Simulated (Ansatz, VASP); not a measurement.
# SrBrCl (1T-SrClBr monolayer): VASP beside Ansatz, part 2 of 2

One calculation is typed for both programs; each brings its own data sets. How far apart do they land? The structure shown is the start of the Ansatz relaxation below; VASP solves that cell, so the two are compared at the walk's first step.

VASP 6.6.1 and Ansatz 0.2.0.

So far: Set-up; Ansatz: relaxation, PBE with D3(BJ).

## Step 3: VASP: single point, PBE with D3(BJ), start cell

Level of this step: PBE with D3(BJ); plane waves and PAW (Br, Sr_sv, Cl) (VASP).

The same cell, functional, mesh and smearing now go to VASP, with its own data sets.

Lines of VASP's logs that name or quote its potential files are left out, and so is its time.

The input, INCAR:

```
SYSTEM = SrBrCl
PREC = Accurate
ENCUT = 400
EDIFF = 1E-06
NELM = 120
ISMEAR = -1
SIGMA = 0.05
LREAL = .FALSE.
ALGO = Normal
GGA = PE
IVDW = 12
NBANDS = 18
LORBIT = 11
LWAVE = .FALSE.
LCHARG = .FALSE.
ISIF = 2
LDIPOL = .TRUE.
IDIPOL = 3
DIPOL = 0.5 0.5 0.501
LVHAR = .TRUE.
LASPH = .TRUE.
GGA_COMPAT = .FALSE.
EFERMI = MIDGAP
NELMDL = -8
```

The input, POSCAR:

```
SrBrCl
1.0
    4.1331650000      0.0000000000      0.0000000000
   -2.0665820000      3.5794260000      0.0000000000
    0.0000000000      0.0000000000     38.1701220000
Br Sr Cl
1 1 1
Direct
    0.6666665054      0.3333333333      0.4532340766
    0.0000000000      0.0000000000      0.5039395473
    0.3333332527      0.6666666667      0.5467659234
```

The input, KPOINTS:

```
Automatic mesh
0
Gamma
12 12 1
0 0 0
```

The projector-augmented-wave data sets are Br, Sr_sv and Cl (PBE family, release 64).

Launch:

```console
$ mpirun -np 1 vasp_std
```

Numbers of over 12 decimals in the logs are rounded to 6 here.

Output:

```text
[banner, memory and clock lines left out]
running    1 mpi-ranks, on    1 nodes
 distrk:  each k-point on    1 cores,    1 groups
 distr:  one band on    1 cores,    1 groups

 POSCAR found type information on POSCAR BrSrCl
 POSCAR found :  3 types and       3 ions
 LDA part: xc-table for (Slater+PW92), standard interpolation
 POSCAR, INCAR and KPOINTS ok, starting setup
 FFT: planning ... GRIDC
 FFT: planning ... GRID_SOFT
 FFT: planning ... GRID
 WAVECAR not read
 entering main loop
       N       E                     dE             d eps       ncg     rms          rms(c)
DAV:   1     0.150088903842E+03    0.15009E+03   -0.79825E+03   932   0.724E+02
DAV:   2     0.129419523330E+02   -0.13715E+03   -0.13397E+03   974   0.160E+02
DAV:   3    -0.108899269745E+02   -0.23832E+02   -0.23782E+02   994   0.673E+01
DAV:   4    -0.119437848803E+02   -0.10539E+01   -0.10525E+01  1152   0.133E+01
DAV:   5    -0.119519860084E+02   -0.82011E-02   -0.81955E-02  1072   0.119E+00
DAV:   6    -0.119521155118E+02   -0.12950E-03   -0.12947E-03  1056   0.152E-01
DAV:   7    -0.119521190666E+02   -0.35548E-05   -0.35545E-05  1144   0.213E-02
DAV:   8    -0.119521191764E+02   -0.10982E-06   -0.10976E-06   952   0.338E-03    0.167E+01
DAV:   9    -0.117001226349E+02    0.25200E+00   -0.53580E-01   800   0.388E+00    0.103E+01
DAV:  10    -0.117079461893E+02   -0.78236E-02   -0.52805E-01   984   0.407E+00    0.104E+00
DAV:  11    -0.116990154602E+02    0.89307E-02   -0.65153E-02   976   0.140E+00    0.578E-01
DAV:  12    -0.116991595067E+02   -0.14405E-03   -0.29428E-03  1024   0.325E-01    0.265E-01
DAV:  13    -0.116993123358E+02   -0.15283E-03   -0.69999E-04  1032   0.158E-01    0.654E-02
DAV:  14    -0.116993400478E+02   -0.27712E-04   -0.14919E-04  1016   0.797E-02    0.415E-02
[...]
DAV:  19    -0.116999080093E+02   -0.61555E-04   -0.60207E-06  1000   0.830E-03    0.434E-03
DAV:  20    -0.116999598141E+02   -0.51805E-04   -0.17377E-06   984   0.495E-03    0.119E-03
DAV:  21    -0.116999820316E+02   -0.22218E-04   -0.31354E-07   872   0.232E-03    0.147E-03
DAV:  23    -0.117000102765E+02   -0.96182E-05   -0.13984E-07   784   0.117E-03    0.492E-04
DAV:  24    -0.117000150234E+02   -0.47469E-05   -0.62197E-08   750   0.742E-04    0.289E-04
DAV:  25    -0.117000163982E+02   -0.13748E-05   -0.12607E-08   870   0.371E-04    0.104E-04
DAV:  26    -0.117000177022E+02   -0.13040E-05   -0.11983E-08   756   0.345E-04    0.824E-05
DAV:  27    -0.117000180062E+02   -0.30399E-06   -0.29925E-09   850   0.174E-04
   1 F= -.12164493E+02 E0= -.12164493E+02  d E =-.573583E-20
```

From OUTCAR (step 3):

```text
ion  position               nearest neighbor table
   1  0.667  0.333  0.453-   2 3.07   2 3.07   2 3.07
   2  0.000  0.000  0.504-   3 2.89   3 2.89   3 2.89   1 3.07   1 3.07   1 3.07
   3  0.333  0.667  0.547-   2 2.89   2 2.89   2 2.89

  LATTYP: Found a hexagonal cell.
 ALAT       =     4.1331650000
 C/A-ratio  =     9.2350830417

 Subroutine GETGRP returns: Found  6 space group operations
 (whereof  6 operations were pure point group operations)

The static configuration has the point symmetry C_3v.

 Found     19 irreducible k-points:

   k-points           NKPTS =     19   k-points in BZ     NKDIM =     19   number of bands    NBANDS=     18

   dimension x,y,z NGX =    28 NGY =   28 NGZ =  250
   dimension x,y,z NGXF=    56 NGYF=   56 NGZF=  500

   ENCUT  =  400.0 eV  29.40 Ry    5.42 a.u.   6.74  6.74 62.25*2*pi/ulx,y,z

   NELECT =      24.0000    total number of electrons

 k-points in reciprocal lattice and weights: Automatic mesh
   0.00000000  0.00000000  0.00000000       0.007
   0.08333333 -0.00000000  0.00000000       0.042
   0.16666667  0.00000000  0.00000000       0.042
   0.25000000 -0.00000000  0.00000000       0.042
   0.33333333 -0.00000000  0.00000000       0.042
   0.41666667 -0.00000000  0.00000000       0.042
   0.50000000 -0.00000000  0.00000000       0.021
   0.08333333  0.08333333  0.00000000       0.042
   0.16666667  0.08333333  0.00000000       0.083
[...]
0.33333333  0.25000000  0.00000000       0.083
   0.33333333  0.33333333  0.00000000       0.014

 dipolmoment           0.000000      0.000000     -0.032488 electrons x Angstroem

 average (electrostatic) potential at core
       1 -69.5632       2 -45.4348       3-100.0641

 E-fermi :  -4.0088

 k-point     1 :       0.0000    0.0000    0.0000
  band No.  band energies     occupation
    ...
      8      -7.6872      2.00000
      9      -7.6872      2.00000
     10      -7.0395      2.00000
     11      -6.2515      2.00000
     12      -6.2515      2.00000
     13      -1.3587      0.00000
     14      -0.4627      0.00000
     15      -0.2377      0.00000
     16      -0.2377      0.00000
     17       0.2910      0.00000
    ...

 k-point     2 :       0.0833   -0.0000    0.0000
  band No.  band energies     occupation
    ...
      8      -7.7730      2.00000
      9      -7.6911      2.00000
     10      -7.0107      2.00000
     11      -6.3761      2.00000
     12      -6.2778      2.00000
     13      -1.2290      0.00000
     14      -0.4608      0.00000
     15      -0.3121      0.00000
     16      -0.1442      0.00000
     17       0.2846      0.00000
    ...

 k-point     3 :       0.1667    0.0000    0.0000
  band No.  band energies     occupation
    ...
      8      -7.9529      2.00000
      9      -7.7036      2.00000
     10      -7.0050      2.00000
     11      -6.6547      2.00000
     12      -6.3455      2.00000
     13      -1.0128      0.00000
     14      -0.6944      0.00000
     15      -0.0598      0.00000
     16       0.1260      0.00000
     17       0.4294      0.00000
    ...

 Edisp (eV)   -0.46448

  Total       1.21895     1.21895    -1.60854     0.00000    -0.00000     0.00000
  in kB       3.45841     3.45841    -4.56377     0.00000    -0.00000     0.00000
  external pressure =        0.78 kB  Pullay stress =        0.00 kB

  energy-cutoff  :      400.00
  volume of cell :      564.70
      direct lattice vectors                 reciprocal lattice vectors
     4.133165000  0.000000000  0.000000000     0.241945337  0.139687167  0.000000000
    -2.066582000  3.579426000  0.000000000     0.000000000  0.279374402  0.000000000
     0.000000000  0.000000000 38.170122000     0.000000000  0.000000000  0.026198502

 POSITION                                       TOTAL-FORCE (eV/Angst)
 -----------------------------------------------------------------------------------
      2.06658      1.19314     17.30000        -0.000000      0.000000      0.556254
      0.00000      0.00000     19.23543         0.000000      0.000000     -0.254498
     -0.00000      2.38628     20.87012         0.000000     -0.000000     -0.301757
 -----------------------------------------------------------------------------------
    total drift:                                0.000774     -0.000000     -0.000165

  FREE ENERGIE OF THE ION-ELECTRON SYSTEM (eV)
  ---------------------------------------------------
  free  energy   TOTEN  =       -12.1644934164 eV

  energy  without entropy=      -12.1644934164  energy(sigma->0) =      -12.16449342

 vacuum level on the upper side and lower side of the slab         1.022         1.420

 total charge
# of ion       s       p       d       tot
------------------------------------------
    1        1.608   3.276   0.006   4.890
    2        2.008   5.780   0.189   7.977
    3        1.595   3.560   0.000   5.155
--------------------------------------------------
tot          5.210  12.616   0.196  18.021

[... 3 further parts left out ...]
```

## Step 4: Differences

Known differences besides the potentials themselves: Ansatz cuts the interaction across the vacuum, VASP repeats the sheet with a dipole correction; the cutoff is 420 eV in Ansatz and 400 eV in VASP. Total energies have different zeros and are not compared.

Forces (eV/Å; atoms numbered as in POSCAR):

```tsv
atom	Ansatz x, y, z	VASP x, y, z
Br1	0.000, 0.000, 0.576	0.000, 0.000, 0.556
Sr2	0.000, 0.000, -0.250	0.000, 0.000, -0.254
Cl3	0.000, 0.000, -0.326	0.000, 0.000, -0.302
```

The forces differ by 11 meV/Å r.m.s., which is 4.7 % of the r.m.s. force of 0.227 eV/Å (both taken over all components). With vacuum in the cell, a pressure given here is an average over mostly empty space and none of the material.

## Step 5: Summary of results

| Item | Value |
| --- | --- |
| r.m.s. force difference (single point, PBE with D3(BJ), start cell) | 4.7 % of the r.m.s. force |

The r.m.s. force difference is 4.7 % of the r.m.s. force (single point, PBE with D3(BJ), start cell), beyond the 3 % picked in this series as the mark of a large difference. 1 further run of this series is not shown here. How closely two codes agree says nothing of how well the functional describes the real material.

[Lines on the potential files, build, host, timing and source positions are cut from VASP's logs without a mark.]

[Logs are printed without paths, hosts, clocks, repeated set-up lines and the standing remarks that a program may print on its own settings, such as how far it seeks lower states.]

[Hosts, paths, dates, database ids (printed as entryN), source tags and the programs' standing remarks are cut or masked in the printed files.]
